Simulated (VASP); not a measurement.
Computed with PBE GGA with D4 dispersion, VASP's PBE PAW potentials (set 64) (plane waves; VASP).

VASP input:

### INCAR
```
ALGO=Normal
EDIFF=1E-6
EDIFFG=-0.01
ENCUT=520
GGA=PE
IBRION=2
ISIF=3
ISMEAR=0
IVDW=13
LASPH=.TRUE.
LCHARG=.FALSE.
LMAXMIX=4
LREAL=.FALSE.
LWAVE=.FALSE.
NELM=100
NSW=60
PREC=Accurate
SIGMA=0.05
SYSTEM=SrO
```

### KPOINTS
```
Automatic mesh
0
Gamma
8 8 8
0 0 0
```

**POSCAR**
```
SrO
1
    0.0000000000     2.5800000000     2.5800000000
    2.5800000000     0.0000000000     2.5800000000
    2.5800000000     2.5800000000     0.0000000000
Sr O
1 1
Direct
  0.0000000000   0.0000000000   0.0000000000
  0.5000000000   0.5000000000   0.5000000000
```

POTCAR, in this order: Sr_sv O (PBE.64 set). Program: vasp_std.

The resulting files:

**OSZICAR**
```
       N       E                     dE             d eps       ncg     rms          rms(c)
DAV:   1     0.762091476744E+02    0.76209E+02   -0.87666E+03   696   0.131E+03
DAV:   2    -0.110149054556E+02   -0.87224E+02   -0.80283E+02   984   0.250E+02
DAV:   3    -0.141693994665E+02   -0.31545E+01   -0.31360E+01   928   0.470E+01
DAV:   4    -0.142487956169E+02   -0.79396E-01   -0.79370E-01   956   0.635E+00
DAV:   5    -0.142491592793E+02   -0.36366E-03   -0.36366E-03   892   0.517E-01    0.165E+01
DAV:   6    -0.121655802925E+02    0.20836E+01   -0.10539E+01   796   0.242E+01    0.198E+01
DAV:   7    -0.120541629048E+02    0.11142E+00   -0.59780E-01   872   0.685E+00    0.113E+01
DAV:   8    -0.120464942697E+02    0.76686E-02   -0.13688E-01   732   0.413E+00    0.809E-01
DAV:   9    -0.120471838070E+02   -0.68954E-03   -0.13321E-02   968   0.970E-01    0.217E-01
DAV:  10    -0.120478802392E+02   -0.69643E-03   -0.11176E-03   736   0.338E-01    0.505E-02
DAV:  11    -0.120479928098E+02   -0.11257E-03   -0.18056E-04   852   0.118E-01    0.422E-02
DAV:  12    -0.120480087781E+02   -0.15968E-04   -0.25526E-05   744   0.498E-02    0.252E-02
DAV:  13    -0.120480074382E+02    0.13399E-05   -0.31257E-06   860   0.212E-02    0.255E-03
DAV:  14    -0.120480072159E+02    0.22232E-06   -0.34597E-07   416   0.606E-03
   1 F= -.12385622E+02 E0= -.12385622E+02  d E =-.123856E+02
       N       E                     dE             d eps       ncg     rms          rms(c)
DAV:   1    -0.120621002838E+02   -0.14093E-01   -0.22081E-01   792   0.449E+00    0.944E-01
DAV:   2    -0.120539048067E+02    0.81955E-02   -0.37783E-02   776   0.166E+00    0.280E-01
DAV:   3    -0.120521310490E+02    0.17738E-02   -0.39607E-03   884   0.688E-01    0.268E-01
DAV:   4    -0.120518244480E+02    0.30660E-03   -0.24179E-03  1056   0.365E-01    0.216E-01
DAV:   5    -0.120519219263E+02   -0.97478E-04   -0.88647E-05   848   0.967E-02    0.667E-02
DAV:   6    -0.120519410999E+02   -0.19174E-04   -0.19144E-04  1112   0.910E-02    0.150E-02
DAV:   7    -0.120519402819E+02    0.81801E-06   -0.17820E-06   748   0.143E-02
   2 F= -.12386008E+02 E0= -.12386008E+02  d E =-.385263E-03
       N       E                     dE             d eps       ncg     rms          rms(c)
DAV:   1    -0.120518349019E+02    0.10620E-03   -0.18118E-02   816   0.129E+00    0.276E-01
DAV:   2    -0.120511562888E+02    0.67861E-03   -0.30939E-03   764   0.473E-01    0.794E-02
DAV:   3    -0.120510120104E+02    0.14428E-03   -0.32519E-04   876   0.196E-01    0.711E-02
DAV:   4    -0.120509878857E+02    0.24125E-04   -0.20672E-04  1052   0.107E-01    0.584E-02
DAV:   5    -0.120509996179E+02   -0.11732E-04   -0.74651E-06   840   0.293E-02    0.156E-02
DAV:   6    -0.120510035288E+02   -0.39109E-05   -0.13956E-05  1116   0.254E-02    0.578E-03
DAV:   7    -0.120510041492E+02   -0.62038E-06   -0.17022E-07   384   0.455E-03
   3 F= -.12386079E+02 E0= -.12386079E+02  d E =-.456998E-03
```

### OUTCAR
```
------------------------ aborting loop because EDIFF is reached ----------------------------------------
  Edisp (eV):   -0.33508
  FORCE on cell =-STRESS in cart. coord.  units (eV):
  Direction    XX          YY          ZZ          XY          YZ          ZX
  --------------------------------------------------------------------------------------
  Total      -0.00043    -0.00043    -0.00043    -0.00000     0.00000     0.00000
  in kB      -0.02002    -0.02002    -0.02002    -0.00000     0.00000     0.00000
  external pressure =       -0.02 kB  Pullay stress =        0.00 kB
  volume of cell :       34.58
      direct lattice vectors                 reciprocal lattice vectors
    -0.000000000  2.585935402  2.585935402    -0.193353631  0.193353631  0.193353631
     2.585935402  0.000000000  2.585935402     0.193353631 -0.193353631  0.193353631
     2.585935402  2.585935402  0.000000000     0.193353631  0.193353631 -0.193353631
  FREE ENERGIE OF THE ION-ELECTRON SYSTEM (eV)
  ---------------------------------------------------
  free  energy   TOTEN  =       -12.3860793370 eV

  energy  without entropy=      -12.3860793370  energy(sigma->0) =      -12.38607934

 reached required accuracy - stopping structural energy minimisation
```
(Selected blocks of OUTCAR.)

**CONTCAR**
```
SrO
   1.00000000000000
    -0.0000000000000000    2.5859354017580576    2.5859354017580576
     2.5859354017580576    0.0000000000000000    2.5859354017580576
     2.5859354017580576    2.5859354017580576    0.0000000000000000
  Sr              O
     1     1
Direct
     0.0000000000000000    0.0000000000000000    0.0000000000000000
     0.5000000000000000    0.5000000000000000    0.5000000000000000
```

The compound is SrO in the rock salt structure. This run relaxes it. Symmetry was kept, so distortions that lower it aren't found.
